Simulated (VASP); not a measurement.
Input:

```
O2Si
1.0
    5.02153     0.00000     0.00000
    0.00000     5.02153     0.00000
    0.00000     0.00000     7.01172
Si O
4 8
Direct
  0.20071   0.20071   0.00000
  0.29929   0.70071   0.75000
  0.79929   0.79929   0.50000
  0.70071   0.29929   0.25000
  0.60381   0.73911   0.67882
  0.76089   0.10381   0.42882
  0.39619   0.26089   0.17882
  0.23911   0.89619   0.92882
  0.10381   0.76089   0.57118
  0.26089   0.39619   0.82118
  0.89619   0.23911   0.07118
  0.73911   0.60381   0.32118
```

Level of theory: PBEsol GGA, VASP's PBE PAW potentials (set 64) (plane waves; VASP 6.6.1). Numerical set-up: 520 eV cut-off, 5×5×4 Γ-centred mesh, tetrahedra with Blöchl corrections, potentials Si O.

Q: What does the run give for the energy per atom (σ→0), band gap (on the k-mesh) with the smallest direct gap where there is one?

A: 
```yaml
band gap (on the k-mesh): 5.57 eV
smallest direct gap (on the k-mesh): 5.57 eV
energy per atom (σ→0): -8.224 eV/atom
```

The structure comes from a computed database's SiO2 entry (P4_32_12); how it stands against other phases isn't given here. It was relaxed first.
